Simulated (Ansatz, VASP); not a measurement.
# TiSi (TiSi (Pnma)): VASP beside Ansatz

One calculation is typed for both programs; each brings its own data sets. How far apart do they land? The cell is taken from a series of runs on this material, whose earlier steps may have relaxed, scaled, displaced or heated it; both programs get it as it stands.

Method: plane waves, with VASP 6.6.1 beside it; relaxation of cell and atoms at r2SCAN, in Ansatz 0.2.0.

**1. Starting point**

It takes space group Pnma (No. 62, orthorhombic). The conventional cell has a = 6.512 Å, b = 3.632 Å, c = 4.993 Å, α = 90.00°, β = 90.00°, γ = 90.00°. Nearest to Ti lie 7 Si at 2.56 to 2.76 Å. Nearest to Si lie 2 Si at 2.39 Å and 7 Ti at 2.56 to 2.76 Å. Farther neighbours are not listed.

**2. Ansatz: relaxation of cell and atoms, r2SCAN**

Ansatz runs on its PAW soft_1 files.

The relaxed volume is the usual yardstick between codes: in a stiff, nearly cubic crystal its relative difference is about their pressure difference at one cell divided by the bulk modulus.

File input.yaml:

```yaml
crystal:
  lattice:
    - [6.5122307, 0.0, 0.0]
    - [0.0, 3.6317416, 0.0]
    - [0.0, 0.0, 4.9934836]
  atoms:
    - { symbol: Ti, position: [0.67568383, 0.25, 0.37178419] }
    - { symbol: Ti, position: [0.32431617, 0.75, 0.62821581] }
    - { symbol: Ti, position: [0.82431617, 0.75, 0.87178419] }
    - { symbol: Ti, position: [0.17568383, 0.25, 0.12821581] }
    - { symbol: Si, position: [0.54392999, 0.25, 0.85539789] }
    - { symbol: Si, position: [0.45607001, 0.75, 0.14460211] }
    - { symbol: Si, position: [0.95607001, 0.75, 0.35539789] }
    - { symbol: Si, position: [0.04392999, 0.25, 0.64460211] }
basis:
  ecutwfc: 500
  xc_grid: 2
hamiltonian:
  xc: r2scan
  pseudopotentials: { kind: paw, azcp: { folder: soft_1 } }
kpoints:
  mp_grid: { grid: [6, 11, 8] }
scf:
  occupations: { method: fermi_dirac, width: 0.05 }
  max_iter: 150
output:
  forces: true
  stress: true
relax:
  f_tol: 0.01
  max_steps: 60
  cell: {}
checkpoint:
  write: "../r2scan.run"
  compress: false
  write_wavefunctions: false
  write_every: 100000
```

The run is started by

```console
> ansatz run input.yaml --threads 4 --pin off --max-ram 6594MiB --backend cpu --events-out ev --progress --plain --runs-dir out
```

Numbers of over 12 decimals in the logs are rounded to 6 here.

What it wrote:

```text
Engine: ansatz 0.2.0, aarch64-unknown-linux-gnu
Pseudopotentials: kind: paw
Pseudopotential: Ti, paw, valence charge 12, recommended cutoff 500 eV (meta_gga), soft_1/Ti.paw.azcp
Pseudopotential: Si, paw, valence charge 4, recommended cutoff 500 eV (meta_gga), soft_1/Si.paw.azcp
Functional definition: r2SCAN
  parameter k0 = 0.174
  parameter k1 = 0.065
  parameter a1 = 4.9479
  exchange = r2scan_x(k0 = k0, k1 = k1, a1 = a1)
  correlation = r2scan_c
Crystal: 8 atoms, lattice volume = 118.100 Å³
Basis set: ecut = 500 eV, 3001 PW (Γ), exchange–correlation on 96×54×80 points (8 copies of the dense FFT grid, shifted against one another)
Bands: 40, of which v1, the nominal top of the filled ones, is band 32 counted from 1 (31 counted from 0)
Symmetry: 8 space group operations
Space group: Pnma (ITA 62), of the structure as read, at distance tolerance 4.9e-5 Å
k-points: 120 of 528
Non-local potential: Ti, projectors of the file, l = 0: 3, l = 1: 2, l = 2: 3, l = 3: 1
Non-local potential: Si, projectors of the file, l = 0: 2, l = 1: 2, l = 2: 1
PAW form: soft (Blöchl's): semilocal exchange-correlation on the pseudo side does not see the compensation charge
PAW frozen core: Ti, regenerated for the run's functional (the file was generated under x = pbe(κ = 0.804, μ = 0.219515), c = pbe(β = 0.066725))
PAW frozen core: Si, regenerated for the run's functional (the file was generated under x = pbe(κ = 0.804, μ = 0.219515), c = pbe(β = 0.066725))
PAW one-centre angular grid: Ti, 590 points (default); XC on 160 Gauss nodes
PAW one-centre angular grid: Si, 302 points (default); XC on 160 Gauss nodes
Initial density: superposition of atomic densities (chi_scale 0.1, normalization cell, long waves kept (reshape's long-wave potential 0.00 eV rms))
Initial wavefunctions: pseudopotential atomic-orbital guess
Functional: x = r2scan, c = r2scan; τ floored in thin density (d = 2e-4 eV/Å³)
SCF iter   1: F=—  HF=-12580.379206 eV  |F-HF|=—  |Δ(HF+E_count)|=         —  Δρ=5.16e-2  dr2=3.12e0  dr2_τ=1.89e-1  ethr=3.10e-3  ⟨swp⟩=6.7  Hψ=20279  notcnv=0
preconditioner: auto → Kerker (q_TF=auto, 2.463 Å⁻¹)  [metal: Δε(μ)=0.018 eV  Ē_g=6.153 eV  σ=0.050 eV  W_gap=0.09  n_scr=32 (ndim 8)  ℏωp=19.3 eV  f_vac=0.000  D(μ)=1.75/eV (n_scr^D=8)]
SCF iter   2: F=—  HF=-12580.161472 eV  |F-HF|=—  |Δ(HF+E_count)|=   2.18e-1  Δρ=2.00e-2  dr2=3.79e-1  dr2_τ=1.25e-2  ethr=3.10e-3  ⟨swp⟩=4.0  Hψ=11146  notcnv=0  defer=97
SCF iter   3: F=—  HF=-12580.174768 eV  |F-HF|=—  |Δ(HF+E_count)|=   1.33e-2  Δρ=9.67e-3  dr2=8.78e-2  dr2_τ=1.49e-3  ethr=5.92e-4  ⟨swp⟩=2.3  Hψ=6071  notcnv=0  defer=97
SCF iter   4: F=—  HF=-12580.182090 eV  |F-HF|=—  |Δ(HF+E_count)|=   7.32e-3  Δρ=9.96e-4  dr2=1.12e-3  dr2_τ=3.01e-5  ethr=1.37e-4  ⟨swp⟩=2.2  Hψ=7525  notcnv=0  defer=97
SCF iter   5: F=—  HF=-12580.182292 eV  |F-HF|=—  |Δ(HF+E_count)|=   2.03e-4  Δρ=1.78e-4  dr2=3.97e-5  dr2_τ=1.39e-6  ethr=1.75e-6  ⟨swp⟩=2.0  Hψ=6635  notcnv=0  defer=97
SCF iter   6: F=—  HF=-12580.182302 eV  |F-HF|=—  |Δ(HF+E_count)|=   9.75e-6  Δρ=4.52e-5  dr2=2.37e-6  dr2_τ=6.14e-8  ethr=6.20e-8  ⟨swp⟩=3.0  Hψ=9524  notcnv=0  defer=97
SCF iter   7: F=—  HF=-12580.182304 eV  |F-HF|=—  |Δ(HF+E_count)|=   1.63e-6  Δρ=8.76e-6  dr2=1.05e-7  dr2_τ=2.14e-9  ethr=3.71e-9  ⟨swp⟩=2.0  Hψ=6581  notcnv=0  defer=97
SCF iter   8: F=-12580.182304 eV  HF=-12580.182304 eV  |F-HF|=1.69e-9  |Δ(HF+E_count)|=   5.55e-8  Δρ=2.33e-6  dr2=6.28e-9  dr2_τ=4.45e-10  ethr=1.56e-10  ⟨swp⟩=4.0  Hψ=14894  notcnv=0
SCF 1 converged in 8 iterations: F = -12580.182304 eV  dr2 = 6.28e-9
  greatest PAW one-centre occupation: 1.000 electrons in one spin orbital (limit 2), on the Ti atom at site 3 (counted from 0), in its partial waves of l = 0
relax step   1: F+E_penalty+E_count = -12580.18230390 eV  Δ(F+E_penalty+E_count) = +0.000e0 eV  max|allowed force component| = 1.933e-2 eV/Å  Δτ_max = 0.0000 Å  P = -0.136 GPa  Ω = 118.100 Å³  (8 SCF iters, dr2 threshold 1.00e-7 eV, accepted)
[...]
relax step   2: F+E_penalty+E_count = -12580.18255807 eV  Δ(F+E_penalty+E_count) = -2.542e-4 eV  max|allowed force component| = 3.248e-3 eV/Å  Δτ_max = 0.0025 Å  P = +0.047 GPa  Ω = 117.953 Å³  energy of the carried Pulay correction = +6.857e-5 eV  (5 SCF iters, dr2 threshold 1.52e-7 eV, accepted)
[...]
relax step   3: F+E_penalty+E_count = -12580.18256138 eV  Δ(F+E_penalty+E_count) = -3.305e-6 eV  max|allowed force component| = 1.405e-3 eV/Å  Δτ_max = 0.0004 Å  P = +0.003 GPa  Ω = 117.988 Å³  energy of the carried Pulay correction = +5.222e-5 eV  (4 SCF iters, dr2 threshold 1.96e-8 eV, accepted)
[...]
relax step   4: F+E_penalty+E_count = -12580.18249880 eV  Δ(F+E_penalty+E_count) = +6.258e-5 eV  max|allowed force component| = 1.405e-3 eV/Å  Δτ_max = 0.0000 Å  P = +0.003 GPa  Ω = 117.988 Å³  stress off target by 5.72e-3 GPa  SCF on the basis re-selected at this cell (its energy is not comparable with the rows above)  (5 SCF iters)
basis re-selected at this cell: Δ(F+E_penalty+E_count) = +6.258e-5 eV, ΔP = -0.000 GPa vs the last step (what re-selecting the basis moved, of the pressure what is left beyond the Pulay correction that the steps carried, after the strain that the cell walked since its last selection, with what the two solves' SCF thresholds leave and, on support functions, any second-order correction that the steps lacked; it is no m [...]
SCF converged after 5 iterations
Free energy (F): -12580.182499 eV
Harris-Foulkes:  -12580.182499 eV  (|F-HF|=1.82e-12)
Internal energy: -12580.165962 eV  (E = F + TS)
E sigma→0 (E₀):  -12580.174230 eV
Entropy (-TS):   -0.016537 eV (-2.067 meV/atom)
Fermi energy:    13.009307 eV
--- Per-component energies (eV) ---
  E_band       = -605.180073
  E_kinetic    = 1297.849756
  E_local      = -3918.554467  (includes V_loc(G=0)·N_el)
  E_nonlocal   = 329.013638
  E_hartree    = 1608.676017
  E_xc         = -667.097745
  E_vxc        = -858.209645  (∫ρ·V_xc dr)
  E_paw        = -6275.946805  (= ΣΔE_a)
  E_vpaw       = -722.570975  (= ΣTr[D̂ρ^β])
  E_aug_tail   = -0.000037  (compensation charges beyond the density's cutoff)
  E_vtau       = 49.939745  (kinetic-family band-sum trace: ∫τ·v_τ [+ j·A + Jᵃ·Aᵃ] dr)
  E_ewald      = -4952.786762
  E_core_change = -1.319558  (= ΣΔE_core)
  E_smearing   = -0.016537  (= −TS)
  E_closure    = -0.000000  (closes the sum)
  Σ components = -12580.182499   (vs F -12580.182499, Δ=0.00e0)
--- Forces (eV/Å), atoms counted from 1 ---
  atom   1  Ti     0.00031457     0.00000000     0.00000781
  atom   2  Ti    -0.00031457    -0.00000000    -0.00000781
  atom   3  Ti    -0.00031457     0.00000000     0.00000781
  atom   4  Ti     0.00031457    -0.00000000    -0.00000781
  atom   5  Si     0.00140464     0.00000000    -0.00118904
  atom   6  Si    -0.00140464     0.00000000     0.00118904
  atom   7  Si    -0.00140464     0.00000000    -0.00118904
  atom   8  Si     0.00140464     0.00000000     0.00118904
  max |Σ_I F_I| component: 1.73e-17 eV/Å
--- Stress (GPa, compression-positive) ---
        0.000660      -0.000000      -0.000000
       -0.000000       0.001347       0.000000
       -0.000000       0.000000       0.005717
  P = ⅓ Tr σ = 0.0026 GPa (0.026 kbar)
--- Relaxed structure (3 steps of the walk, 3 accepted, 1 SCFs on fresh bases) ---
  F+E_penalty+E_count = -12580.18249880 eV   max|allowed force component| = 1.405e-3 eV/Å   (the final SCF, on the basis selected at the relaxed cell)
  cell:  # Å, volume = 117.9880 Å³
    - [6.506531, 0.0, 0.0]
    - [0.0, 3.633997, 0.0]
    - [0.0, 0.0, 4.990035]
  atoms:
    - { symbol: Ti, position: [0.675962, 0.25, 0.371542] }
    - { symbol: Ti, position: [0.324038, 0.75, 0.628458] }
    - { symbol: Ti, position: [0.824038, 0.75, 0.871542] }
    - { symbol: Ti, position: [0.175962, 0.25, 0.128458] }
    - { symbol: Si, position: [0.543939, 0.25, 0.855324] }
    - { symbol: Si, position: [0.456061, 0.75, 0.144676] }
    - { symbol: Si, position: [0.956061, 0.75, 0.355324] }
    - { symbol: Si, position: [0.043939, 0.25, 0.644676] }
```

The column dr2 measures how far the density is from self-consistency, as an energy; F and HF (Harris–Foulkes) agree once it is small.

(Continued in part 2 of 2.)

[Lines on the potential files, build, host, timing and source positions are cut from VASP's logs without a mark.]

[Logs are printed without paths, hosts, clocks, repeated set-up lines and the standing remarks that a program may print on its own settings, such as how far it seeks lower states.]

[Hosts, paths, dates, database ids (printed as entryN), source tags and the programs' standing remarks are cut or masked in the printed files.]
